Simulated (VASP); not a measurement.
Input:

```yaml
crystal:
  lattice:
    - [6.42059, 0.00000, 0.00000]
    - [3.21030, 5.56040, 0.00000]
    - [0.00000, 0.00000, 21.41077]
  atoms:
    - { symbol: Mg, position: [0.83601, 0.33210, 0.31320] }
    - { symbol: Mg, position: [0.33189, 0.33210, 0.31320] }
    - { symbol: Mg, position: [0.83367, 0.83265, 0.31396] }
    - { symbol: Mg, position: [0.33227, 0.83546, 0.31244] }
    - { symbol: Mg, position: [0.00212, 0.99927, 0.43771] }
    - { symbol: Mg, position: [0.49861, 0.99927, 0.43771] }
    - { symbol: Mg, position: [0.99985, 0.50030, 0.43774] }
    - { symbol: Mg, position: [0.50049, 0.49901, 0.43761] }
    - { symbol: Mg, position: [0.83515, 0.33180, 0.56174] }
    - { symbol: Mg, position: [0.33304, 0.33180, 0.56174] }
    - { symbol: Mg, position: [0.83106, 0.83788, 0.56028] }
    - { symbol: Mg, position: [0.33404, 0.83192, 0.56368] }
    - { symbol: Mg, position: [0.99055, 0.00000, 0.68743] }
    - { symbol: Mg, position: [0.50945, 0.00000, 0.68743] }
    - { symbol: Mg, position: [0.99554, 0.50892, 0.68198] }
    - { symbol: Mg, position: [0.50511, 0.48978, 0.68229] }
    - { symbol: Cl, position: [0.24780, 0.00440, 0.77253] }
```

These are PBE GGA, VASP's PBE PAW potentials (set 64) (plane waves; VASP 6.6.1) values and carry that method's errors. Settings: PREC = Normal, 400 eV cut-off, 5×5×1 Γ-centred mesh, first-order Methfessel-Paxton smearing of 0.10 eV, potentials Mg Cl.

Predict the energy per atom (σ→0), band gap (on the k-mesh) with the smallest direct gap where there is one.

```
Property                                                    Result
------------------------  ----------------------------------------
band gap (on the k-mesh)  none (metal, semimetal or under 0.01 eV)
energy per atom (σ→0)                               -1.529 eV/atom
```

Only differences to runs with the same potentials and settings are physical.

The cell is a thin slab with vacuum, built from Mg (hcp): (001) face, Cl adsorbed.
